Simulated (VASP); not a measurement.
Crystal: LaLuN2.

```xyz
8
Lattice="3.6470 0.0000 0.0000 0.0000 3.6470 0.0000 0.0000 0.0000 10.2940" Properties=species:S:1:pos:R:3 pbc="T T T"
La    0.0000    1.8235    8.9590
La    1.8235    0.0000    1.3350
Lu    0.0000    1.8235    3.9300
Lu    1.8235    0.0000    6.3640
N     1.8235    0.0000    8.9400
N     0.0000    1.8235    6.3880
N     1.8235    0.0000    3.9060
N     0.0000    1.8235    1.3540
```

The cell was built by a generator and needn't be a form met in nature.

```yaml
Program: VASP 6.6.1
Task: relaxation of cell and atoms
Functional: PBE
Potentials_or_basis: VASP PAW PBE potentials, release 64 (La, Lu, N)
Cutoff: 520 eV
k_mesh: 8 × 8 × 4
Occupations: gaussian, width 0.1 eV
Spin: no spin polarisation
```

At the start: pressure -6.6 GPa; volume 17.11 Å³/atom.

How do energy, volume and symmetry change on relaxing?

Over 33 steps the energy falls by 57.7 meV/atom and the volume is 16.39 Å³/atom (-4.2 %); space group P4/nmm (No. 129, to 0.05 Å).

Step by step:
| step | energy change (eV) | largest force (eV/Å) | pressure (GPa) | volume (Å³) |
| --- | --- | --- | --- | --- |
| 1 | 0.0000 | 0.7525 | -6.60 | 136.92 |
| 2 | -0.0940 | 0.6545 | 7.60 | 123.41 |
| 3 | -0.2054 | 0.6198 | 0.92 | 128.90 |
| 4 | -0.2751 | 0.5037 | 0.78 | 129.09 |
| 5 | -0.3226 | 0.4456 | 0.65 | 129.43 |
| 6 | -0.3665 | 0.3129 | -1.31 | 131.10 |
| 7 | -0.3778 | 0.3100 | -1.94 | 132.05 |
| 8 | -0.4118 | 0.3347 | -0.44 | 130.64 |
| 9 | -0.4247 | 0.3524 | 1.17 | 129.20 |
| 10 | -0.4462 | 0.2067 | 1.01 | 129.36 |
| 11 | -0.4535 | 0.1634 | 0.90 | 129.50 |
| 12 | -0.4565 | 0.1263 | -0.55 | 130.96 |
| 13 | -0.4572 | 0.1010 | -0.14 | 130.52 |
| 14 | -0.4585 | 0.0568 | -0.03 | 130.52 |
| 15 | -0.4590 | 0.0566 | 0.05 | 130.51 |
| 16 | -0.4596 | 0.0508 | -0.03 | 130.61 |
| 17 | -0.4598 | 0.0602 | 0.12 | 130.67 |
| 18 | -0.4598 | 0.0779 | -0.13 | 130.79 |
| 19 | -0.4599 | 0.0714 | -0.14 | 130.75 |
| 20 | -0.4602 | 0.0688 | -0.01 | 130.67 |
| 21 | -0.4604 | 0.0686 | 0.40 | 130.44 |
| 22 | -0.4605 | 0.0600 | 0.33 | 130.50 |
| 23 | -0.4607 | 0.0585 | 0.39 | 130.54 |
| 24 | -0.4614 | 0.0455 | 0.26 | 130.69 |
| 25 | -0.4618 | 0.0383 | 0.11 | 130.97 |
| 26 | -0.4619 | 0.0304 | -0.02 | 131.06 |
| 27 | -0.4619 | 0.0253 | -0.07 | 131.13 |
| 28 | -0.4619 | 0.0233 | -0.08 | 131.15 |
| 29 | -0.4619 | 0.0188 | -0.07 | 131.21 |
| 30 | -0.4620 | 0.0054 | -0.14 | 131.16 |
| 31 | -0.4619 | 0.0378 | 0.08 | 131.02 |
| 32 | -0.4620 | 0.0104 | -0.01 | 131.11 |
| 33 | -0.4620 | 0.0070 | -0.03 | 131.13 |

Final structure:
```
La Lu N
1.0
     3.55141    0.00000    0.00000
     0.00000    3.55141    0.00000
     0.00000    0.00000   10.39664
La Lu N
2 2 4
Direct
  0.00000 0.50000 0.85345
  0.50000 0.00000 0.14655
  0.00000 0.50000 0.38846
  0.50000 0.00000 0.61154
  0.50000 0.00000 0.83570
  0.00000 0.50000 0.61234
  0.50000 0.00000 0.38766
  0.00000 0.50000 0.16430
```
